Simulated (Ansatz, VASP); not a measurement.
## Cross-check of SnSeS between VASP and Ansatz

Wanted: the spread between two codes on one cell, functional and k mesh. The cell is taken from a series of runs on this material, whose earlier steps may have relaxed, scaled, displaced or heated it; both programs get it as it stands.

Calculated with Ansatz 0.2.0; plane waves, with VASP 6.6.1 beside it; PBEsol.

## (1) The structure

The cell holds 3 atoms: 1 Sn, 1 S and 1 Se. Cell: a = 3.725 Å, b = 3.865 Å, c = 30.000 Å, α = 90.0°, β = 90.0°, γ = 118.8°. Vacuum lies along c.

As a file:

```
Sn S Se
1.0
     3.72453    0.00000    0.00000
    -1.86227    3.38682    0.00000
     0.00000    0.00000   30.00000
Sn S Se
1 1 1
Direct
  0.99889 0.99777 0.33391
  0.33429 0.66858 0.38130
  0.66682 0.33364 0.28146
```

## (2) VASP: zone-centre phonons, PBEsol, pair 1

Second derivatives magnify differences that forces hide, and they need a tight electronic threshold.

Lines of VASP's logs that name or quote its potential files are left out, and so is its time.

File INCAR:

```
SYSTEM = SnSeS
PREC = Accurate
ENCUT = 500
EDIFF = 1E-08
NELM = 120
ISMEAR = 0
SIGMA = 0.01
LREAL = .FALSE.
ALGO = Normal
GGA = PS
NBANDS = 19
LORBIT = 11
LWAVE = .FALSE.
LCHARG = .FALSE.
ISIF = 2
IBRION = 8
LASPH = .TRUE.
GGA_COMPAT = .FALSE.
EFERMI = MIDGAP
NELMDL = -8
KPAR = 2
```

File POSCAR:

```
SnSeS
1.0
    3.7245322168      0.0000000000      0.0000000000
   -1.8622661084      3.3868164929      0.0000000000
    0.0000000000      0.0000000000     30.0000000000
Sn S Se
1 1 1
Direct
    0.9988859174      0.9977718347      0.3339069215
    0.3342916471      0.6685832941      0.3813004572
    0.6668224357      0.3336448713      0.2814592882
```

File KPOINTS:

```
Automatic mesh
0
Gamma
9 9 1
0 0 0
```

The projector-augmented-wave data sets are Sn_d, S and Se (PBE family, release 64).

Started as:

```
$ mpirun -np 2 vasp_std
```

Numbers of over 12 decimals in the logs are rounded to 6 here.

Output:

```text
[banner, memory and clock lines left out]
running    2 mpi-ranks, on    1 nodes
 distrk:  each k-point on    1 cores,    2 groups
 distr:  one band on    1 cores,    1 groups

 POSCAR found type information on POSCAR SnS Se
 POSCAR found :  3 types and       3 ions
|                                                                             |
|               ----> ADVICE to this user running VASP <----                  |
|                                                                             |
|     You enforced a specific xc type in the INCAR file but a different       |
|     [... a line on the potential file left out ...]
|     I HOPE YOU KNOW WHAT YOU ARE DOING!                                     |
|                                                                             |

 LDA part: xc-table for (Slater+PW92), standard interpolation
 POSCAR, INCAR and KPOINTS ok, starting setup
 FFT: planning ... GRIDC
 FFT: planning ... GRID_SOFT
 FFT: planning ... GRID
 WAVECAR not read
 entering main loop
       N       E                     dE             d eps       ncg     rms          rms(c)
DAV:   1     0.177151517919E+03    0.17715E+03   -0.10292E+04  1150   0.989E+02
DAV:   2     0.822364981691E+01   -0.16893E+03   -0.16555E+03  1268   0.216E+02
DAV:   3    -0.132927597560E+02   -0.21516E+02   -0.21455E+02  1228   0.884E+01
DAV:   4    -0.138793005531E+02   -0.58654E+00   -0.58569E+00  1341   0.179E+01
DAV:   5    -0.138909685771E+02   -0.11668E-01   -0.11667E-01  1439   0.255E+00
DAV:   6    -0.138913454337E+02   -0.37686E-03   -0.37685E-03  1408   0.353E-01
DAV:   7    -0.138913497347E+02   -0.43010E-05   -0.43009E-05  1461   0.387E-02
DAV:   8    -0.138913498705E+02   -0.13577E-06   -0.13577E-06  1411   0.605E-03    0.635E+00
DAV:   9    -0.135200897827E+02    0.37126E+00   -0.83652E-01  1482   0.972E+00    0.437E+00
DAV:  10    -0.134928745225E+02    0.27215E-01   -0.32741E-01  1178   0.411E+00    0.711E-01
DAV:  11    -0.134856387549E+02    0.72358E-02   -0.46621E-02  1202   0.215E+00    0.360E-01
DAV:  12    -0.134857991804E+02   -0.16043E-03   -0.46797E-03  1135   0.411E-01    0.127E-01
DAV:  13    -0.134858089611E+02   -0.97807E-05   -0.52670E-04  1357   0.216E-01    0.529E-02
DAV:  14    -0.134858144042E+02   -0.54431E-05   -0.10123E-04  1269   0.756E-02    0.214E-02
[...]
DAV:  23    -0.134859510987E+02   -0.16825E-05   -0.37330E-08  1053   0.931E-04    0.300E-04
DAV:  24    -0.134859517203E+02   -0.62163E-06   -0.43409E-09  1060   0.345E-04    0.168E-04
DAV:  25    -0.134859522663E+02   -0.54603E-06   -0.44063E-09   959   0.221E-04    0.693E-05
DAV:  26    -0.134859526069E+02   -0.34061E-06   -0.28440E-09  1053   0.159E-04    0.719E-05
DAV:  27    -0.134859527238E+02   -0.11686E-06   -0.12997E-10  1054   0.819E-05    0.423E-05
DAV:  28    -0.134859527740E+02   -0.50199E-07    0.34537E-10  1040   0.684E-05    0.114E-05
DAV:  29    -0.134859527955E+02   -0.21513E-07    0.46392E-10  1037   0.412E-05    0.129E-05
DAV:  30    -0.134859527988E+02   -0.32992E-08    0.56508E-10   913   0.181E-05
   1 F= -.13485953E+02 E0= -.13485953E+02  d E =0.000000E+00
 Linear response reoptimize wavefunctions to high precision
DAV:   1    -0.134859528011E+02   -0.22860E-08    0.54909E-10   922   0.154E-05
DAV:   2    -0.134859528010E+02    0.20009E-10    0.55719E-10   771   0.668E-06
 Linear response DOF=           9
 Linear response progress:
  Degree of freedom:   1/  9
       N       E                     dE             d eps       ncg     rms          rms(c)
RMM:   1    -0.208253826290E+00   -0.20825E+00    0.83318E-01  1846   0.136E+01
RMM:   2    -0.213594631585E+00   -0.53408E-02   -0.14945E-02  2825   0.929E-01    0.878E-02
RMM:   3    -0.213495586924E+00    0.99045E-04   -0.12897E-03  3063   0.248E-01    0.487E-02
RMM:   4    -0.213241763116E+00    0.25382E-03   -0.12763E-04  3132   0.828E-02    0.201E-02
RMM:   5    -0.213152097750E+00    0.89665E-04   -0.21209E-05  3161   0.322E-02    0.578E-03
RMM:   6    -0.213159871360E+00   -0.77736E-05   -0.24967E-06  3393   0.122E-02    0.222E-03
RMM:   7    -0.213168212998E+00   -0.83416E-05   -0.45034E-08  3370   0.474E-03    0.421E-04
[...]
RMM:  17    -0.238865222655E+00   -0.10114E-06   -0.14975E-09  1864   0.399E-05    0.698E-06
RMM:  18    -0.238865211275E+00    0.11380E-07    0.18168E-10  2024   0.136E-05    0.501E-06
RMM:  19    -0.238865169375E+00    0.41900E-07    0.37365E-09  1901   0.175E-05    0.141E-06
RMM:  20    -0.238865156403E+00    0.12972E-07   -0.31747E-09  1950   0.748E-06    0.120E-06
RMM:  21    -0.238865153662E+00    0.27413E-08    0.15024E-09  1836   0.723E-06    0.120E-06
 first order change of Fermi-energy   0.15795E+01
 force on displaced ion       1 direction 3 :  -0.000   1.135 -16.159
 Linear response progress:
  Degree of freedom:   4/  9
       N       E                     dE             d eps       ncg     rms          rms(c)
RMM:   1    -0.101974448512E+00   -0.10197E+00    0.21850E-02  3606   0.187E+00
RMM:   2    -0.100777737573E+00    0.11967E-02   -0.35115E-03  2788   0.381E-01    0.124E-01
RMM:   3    -0.101081647026E+00   -0.30391E-03   -0.32565E-04  2943   0.118E-01    0.575E-02
RMM:   4    -0.101380469383E+00   -0.29882E-03   -0.91218E-05  3076   0.559E-02    0.126E-02
RMM:   5    -0.101410680903E+00   -0.30212E-04   -0.87339E-06  3210   0.171E-02    0.613E-03
[...]
RMM:  15    -0.102394350213E+00    0.15409E-07    0.62952E-08  1968   0.102E-05    0.106E-06
RMM:  16    -0.102394350640E+00   -0.42734E-09   -0.69420E-09  1877   0.494E-06    0.698E-07
 first order change of Fermi-energy   0.25031E+00
 force on displaced ion       2 direction 2 :   0.000  -2.669   0.501
 Linear response progress:
  Degree of freedom:   6/  9
       N       E                     dE             d eps       ncg     rms          rms(c)
RMM:   1    -0.140005975270E+00   -0.14001E+00    0.97760E-03  2210   0.192E+00
RMM:   2    -0.136975817350E+00    0.30302E-02   -0.35934E-03  1774   0.344E-01    0.161E-01
RMM:   3    -0.136753361017E+00    0.22246E-03   -0.36386E-04  1858   0.116E-01    0.658E-02
RMM:   4    -0.136717686081E+00    0.35675E-04   -0.94457E-05  1936   0.565E-02    0.302E-02
RMM:   5    -0.136716592381E+00    0.10937E-05   -0.17595E-05  1884   0.243E-02    0.116E-02
RMM:   6    -0.136701668045E+00    0.14924E-04   -0.26737E-06  1962   0.973E-03    0.369E-03
RMM:   7    -0.136698606381E+00    0.30617E-05   -0.63981E-07  1774   0.428E-03    0.820E-04
RMM:   8    -0.136700592426E+00   -0.19860E-05   -0.11838E-07  1951   0.199E-03    0.403E-04
RMM:   9    -0.136701200835E+00   -0.60841E-06   -0.60666E-08  1891   0.638E-04    0.169E-04
RMM:  10    -0.136700859594E+00    0.34124E-06   -0.15809E-07  1782   0.503E-04    0.916E-05
RMM:  11    -0.136701104600E+00   -0.24501E-06    0.25084E-08  1993   0.238E-04    0.593E-05
RMM:  12    -0.136701768573E+00   -0.66397E-06   -0.70059E-08  1893   0.311E-04    0.246E-05
RMM:  13    -0.136701903004E+00   -0.13443E-06    0.12552E-07  1968   0.133E-04    0.171E-05
RMM:  14    -0.136702078926E+00   -0.17592E-06   -0.82564E-08  1952   0.929E-05    0.105E-05
RMM:  15    -0.136702212227E+00   -0.13330E-06   -0.34783E-08  2016   0.583E-05    0.616E-06
RMM:  16    -0.136702214641E+00   -0.24134E-08    0.94789E-08  1995   0.320E-05    0.341E-06
 first order change of Fermi-energy  -0.53404E+00
 force on displaced ion       2 direction 3 :   0.000   0.498  -8.555
 Linear response progress:
  Degree of freedom:   7/  9
       N       E                     dE             d eps       ncg     rms          rms(c)
RMM:   1    -0.778942695913E-01   -0.77894E-01    0.56698E-02  3595   0.140E+00
RMM:   2    -0.779445223189E-01   -0.50253E-04   -0.21840E-03  2657   0.280E-01    0.880E-02
RMM:   3    -0.781650690014E-01   -0.22055E-03   -0.27360E-04  2981   0.871E-02    0.455E-02
RMM:   4    -0.784297198464E-01   -0.26465E-03   -0.60940E-05  3096   0.482E-02    0.745E-03
RMM:   5    -0.784491008233E-01   -0.19381E-04   -0.43661E-06  3240   0.129E-02    0.361E-03
RMM:   6    -0.784401981854E-01    0.89026E-05   -0.40811E-07  3195   0.393E-03    0.100E-03
RMM:   7    -0.784446665450E-01   -0.44684E-05   -0.35990E-08  3193   0.134E-03    0.366E-04
RMM:   8    -0.784453961153E-01   -0.72957E-06   -0.54921E-09  3284   0.481E-04    0.627E-05
RMM:   9    -0.784454345857E-01   -0.38470E-07    0.10482E-07  3331   0.177E-04    0.182E-05
RMM:  10    -0.784453794840E-01    0.55102E-07    0.32669E-08  3398   0.572E-05    0.689E-06
RMM:  11    -0.784454213612E-01   -0.41877E-07   -0.12837E-08  3279   0.242E-05    0.249E-06
RMM:  12    -0.784454207922E-01    0.56901E-09   -0.12223E-08  3445   0.910E-06    0.125E-06
 first order change of Fermi-energy   0.17504E-03
 force on displaced ion       3 direction 1 :  -3.459   0.003  -0.003
 Linear response progress:
  Degree of freedom:   8/  9
       N       E                     dE             d eps       ncg     rms          rms(c)
RMM:   1    -0.794093794037E-01   -0.79409E-01    0.55453E-02  2195   0.140E+00
RMM:   2    -0.790724831251E-01    0.33690E-03   -0.24909E-03  1636   0.273E-01    0.876E-02
RMM:   3    -0.792474814007E-01   -0.17500E-03   -0.19958E-04  1818   0.837E-02    0.457E-02
RMM:   4    -0.795059966878E-01   -0.25852E-03   -0.68165E-05  1888   0.490E-02    0.746E-03
RMM:   5    -0.795146955174E-01   -0.86988E-05   -0.48758E-06  1963   0.134E-02    0.342E-03
RMM:   6    -0.795066630351E-01    0.80325E-05   -0.43491E-07  1957   0.396E-03    0.108E-03
RMM:   7    -0.795118844747E-01   -0.52214E-05   -0.10952E-07  1937   0.146E-03    0.336E-04
RMM:   8    -0.795128717400E-01   -0.98727E-06   -0.68216E-09  1991   0.486E-04    0.699E-05
RMM:   9    -0.795129151026E-01   -0.43363E-07   -0.68833E-10  2008   0.182E-04    0.272E-05
RMM:  10    -0.795128281313E-01    0.86971E-07    0.46902E-08  2004   0.795E-05    0.124E-05
RMM:  11    -0.795128677117E-01   -0.39580E-07    0.10944E-08  2033   0.405E-05    0.911E-06
RMM:  12    -0.795128948591E-01   -0.27147E-07   -0.62508E-08  1966   0.367E-05    0.466E-06
RMM:  13    -0.795128860199E-01    0.88392E-08    0.10015E-08  2015   0.235E-05    0.288E-06
 first order change of Fermi-energy   0.25160E+00
 force on displaced ion       3 direction 2 :   0.000  -3.148   0.352
 Linear response progress:
  Degree of freedom:   9/  9
       N       E                     dE             d eps       ncg     rms          rms(c)
RMM:   1    -0.116093458957E+00   -0.11609E+00    0.56250E-02  2169   0.150E+00
RMM:   2    -0.114614660143E+00    0.14788E-02   -0.23847E-03  1697   0.258E-01    0.100E-01
RMM:   3    -0.114371110201E+00    0.24355E-03   -0.31409E-04  1851   0.968E-02    0.459E-02
RMM:   4    -0.114316442899E+00    0.54667E-04   -0.57813E-05  1913   0.433E-02    0.260E-02
RMM:   5    -0.114299347964E+00    0.17095E-04   -0.26784E-05  1868   0.278E-02    0.889E-03
RMM:   6    -0.114291836045E+00    0.75119E-05   -0.28867E-06  2011   0.994E-03    0.398E-03
RMM:   7    -0.114289364963E+00    0.24711E-05   -0.60318E-07  1937   0.404E-03    0.805E-04
RMM:   8    -0.114291971523E+00   -0.26066E-05   -0.69499E-08  1823   0.134E-03    0.610E-04
RMM:   9    -0.114295043862E+00   -0.30723E-05   -0.13104E-07  1822   0.113E-03    0.358E-04
RMM:  10    -0.114295216450E+00   -0.17259E-06   -0.14381E-07  1981   0.362E-04    0.200E-04
RMM:  11    -0.114297187500E+00   -0.19710E-05   -0.19773E-07  1894   0.562E-04    0.171E-04
RMM:  12    -0.114297707098E+00   -0.51960E-06   -0.69447E-07  2010   0.282E-04    0.618E-05
RMM:  13    -0.114298097144E+00   -0.39005E-06   -0.30399E-07  1997   0.240E-04    0.324E-05
RMM:  14    -0.114298105869E+00   -0.87254E-08    0.24667E-07  2052   0.777E-05    0.341E-05
RMM:  15    -0.114298097880E+00    0.79892E-08   -0.23545E-08  1906   0.960E-05    0.676E-06
 first order change of Fermi-energy  -0.10447E+01
 force on displaced ion       3 direction 3 :   0.000   0.355  -8.872
 Linear response finished
```

OUTCAR, selected parts (step 2):

```text
ion  position               nearest neighbor table
   1  0.999  0.998  0.334-   2 2.59   2 2.59   2 2.68   3 2.69   3 2.69   3 2.74
   2  0.334  0.669  0.381-   1 2.59   1 2.59   1 2.68
   3  0.667  0.334  0.281-   1 2.69   1 2.69   1 2.74

  LATTYP: Found a base centered orthorhombic cell.
 ALAT       =     3.7245322168
 B/A-ratio  =     1.8186533480
 C/A-ratio  =     8.0547027798

 Subroutine GETGRP returns: Found  2 space group operations
 (whereof  2 operations were pure point group operations)

The static configuration has the point symmetry C_1h.

 Found     25 irreducible k-points:

   k-points           NKPTS =     25   k-points in BZ     NKDIM =     25   number of bands    NBANDS=     19

   dimension x,y,z NGX =    28 NGY =   28 NGZ =  224
   dimension x,y,z NGXF=    56 NGYF=   56 NGZF=  448

   ENCUT  =  500.0 eV  36.75 Ry    6.06 a.u.   6.79  7.05 54.70*2*pi/ulx,y,z

   NELECT =      26.0000    total number of electrons

 k-points in reciprocal lattice and weights: Automatic mesh
   0.00000000  0.00000000  0.00000000       0.012
   0.11111111  0.00000000  0.00000000       0.049
   0.22222222  0.00000000  0.00000000       0.049
   0.33333333  0.00000000  0.00000000       0.049
   0.44444444  0.00000000  0.00000000       0.049
   0.00000000  0.11111111  0.00000000       0.025
   0.11111111  0.11111111  0.00000000       0.049
   0.22222222  0.11111111  0.00000000       0.049
   0.33333333  0.11111111  0.00000000       0.049
[...]
0.00000000  0.44444444  0.00000000       0.025
   0.11111111  0.44444444  0.00000000       0.025

 average (electrostatic) potential at core
       1-110.6747       2 -94.9210       3 -61.3430

  Total       -0.5163522     -2.2775662      0.0177948      0.0000000      0.0015417      0.0000000
  in kB       -2.1861096     -9.6426619      0.0753389      0.0000000      0.0065270      0.0000000
  external PRESSURE =      -3.9178109 kB  Pullay stress =       0.0000000 kB

  energy-cutoff  :      500.00
  volume of cell :      378.43
      direct lattice vectors                 reciprocal lattice vectors
     3.724532217  0.000000000  0.000000000     0.268490093  0.147631264  0.000000000
    -1.862266108  3.386816493  0.000000000     0.000000000  0.295262528  0.000000000
     0.000000000  0.000000000 30.000000000     0.000000000  0.000000000  0.033333333

 POSITION                                       TOTAL-FORCE (eV/Angst)
 -----------------------------------------------------------------------------------
      1.86227      3.37927     10.01721        -0.000000     -0.003930      0.007140
      0.00000      2.26437     11.43901        -0.000000      0.002690      0.008877
      1.86227      1.12999      8.44378         0.000000      0.001239     -0.016018
 -----------------------------------------------------------------------------------
    total drift:                               -0.000001     -0.000267      0.000339

 Eigenvectors and eigenvalues of the dynamical matrix
 ----------------------------------------------------

   1 f  =    9.290698 THz    58.375176 2PiTHz  309.904323 cm-1    38.423222 meV
             X         Y         Z           dx          dy          dz
      1.862266  3.379270 10.017208    -0.000000    0.054566   -0.549584
      0.000000  2.264369 11.439014    -0.000000   -0.075367    0.815516
      1.862266  1.129994  8.443779     0.000000   -0.018942    0.154515

   2 f  =    6.346117 THz    39.873826 2PiTHz  211.683661 cm-1    26.245417 meV
             X         Y         Z           dx          dy          dz
      1.862266  3.379270 10.017208    -0.000000   -0.037754    0.419750
      0.000000  2.264369 11.439014     0.000000    0.005274    0.437195
      1.862266  1.129994  8.443779     0.000000    0.042888   -0.793333

   3 f  =    5.714536 THz    35.905490 2PiTHz  190.616410 cm-1    23.633412 meV
             X         Y         Z           dx          dy          dz
      1.862266  3.379270 10.017208    -0.519764   -0.000000   -0.000000
      0.000000  2.264369 11.439014     0.848741   -0.000000   -0.000000
      1.862266  1.129994  8.443779     0.097385   -0.000000    0.000000

   4 f  =    4.866387 THz    30.576408 2PiTHz  162.325181 cm-1    20.125748 meV
             X         Y         Z           dx          dy          dz
      1.862266  3.379270 10.017208    -0.000000   -0.421741   -0.057535
      0.000000  2.264369 11.439014    -0.000000    0.900325    0.065884
      1.862266  1.129994  8.443779     0.000000   -0.055328    0.028930

   5 f  =    4.008158 THz    25.184000 2PiTHz  133.697762 cm-1    16.576402 meV
             X         Y         Z           dx          dy          dz
      1.862266  3.379270 10.017208     0.460931    0.000000    0.000000
      0.000000  2.264369 11.439014     0.374582    0.000000    0.000000
      1.862266  1.129994  8.443779    -0.804507   -0.000000   -0.000000

   6 f  =    3.831835 THz    24.076131 2PiTHz  127.816264 cm-1    15.847190 meV
             X         Y         Z           dx          dy          dz
      1.862266  3.379270 10.017208     0.000000   -0.547777   -0.039324
      0.000000  2.264369 11.439014     0.000000   -0.211062    0.000357
      1.862266  1.129994  8.443779    -0.000000    0.807200    0.047694

   7 f/i=    0.002224 THz     0.013976 2PiTHz    0.074198 cm-1     0.009199 meV
             X         Y         Z           dx          dy          dz
      1.862266  3.379270 10.017208    -0.000000    0.084329   -0.714005
      0.000000  2.264369 11.439014    -0.000000    0.043929   -0.370862
      1.862266  1.129994  8.443779    -0.000000    0.068492   -0.582173

   8 f/i=    0.003521 THz     0.022123 2PiTHz    0.117450 cm-1     0.014562 meV
             X         Y         Z           dx          dy          dz
      1.862266  3.379270 10.017208     0.719296    0.000000   -0.000000
      0.000000  2.264369 11.439014     0.373266    0.000000   -0.000000
      1.862266  1.129994  8.443779     0.585905    0.000000   -0.000000

   9 f/i=    0.004437 THz     0.027877 2PiTHz    0.147993 cm-1     0.018349 meV
             X         Y         Z           dx          dy          dz
      1.862266  3.379270 10.017208     0.000000   -0.714535   -0.084309
      0.000000  2.264369 11.439014     0.000000   -0.370445   -0.043752
      1.862266  1.129994  8.443779     0.000000   -0.581788   -0.068630

 ELASTIC MODULI CONTR FROM IONIC RELAXATION (kBar)
 Direction    XX          YY          ZZ          XY          YZ          ZX
 --------------------------------------------------------------------------------
 XX         -39.3208    -37.9862    -81.8687     -0.0000      7.7104     -0.0000
 YY         -37.9862    -44.0836    -83.0164     -0.0000     12.8552     -0.0000
 ZZ         -81.8687    -83.0164   -176.5801     -0.0000      5.5424     -0.0000
 XY          -0.0000     -0.0000     -0.0000     -1.1496      0.0000     -6.7874
 YZ           7.7104     12.8552      5.5424      0.0000    -52.3848      0.0000
 ZX          -0.0000     -0.0000     -0.0000     -6.7874      0.0000    -83.4380
 --------------------------------------------------------------------------------
```

[end of part 1 of 3]

[Lines on the potential files, build, host, timing and source positions are cut from VASP's logs without a mark.]

[Logs are printed without paths, hosts, clocks, repeated set-up lines and the standing remarks that a program may print on its own settings, such as how far it seeks lower states.]

[Hosts, paths, dates, database ids (printed as entryN), source tags and the programs' standing remarks are cut or masked in the printed files.]
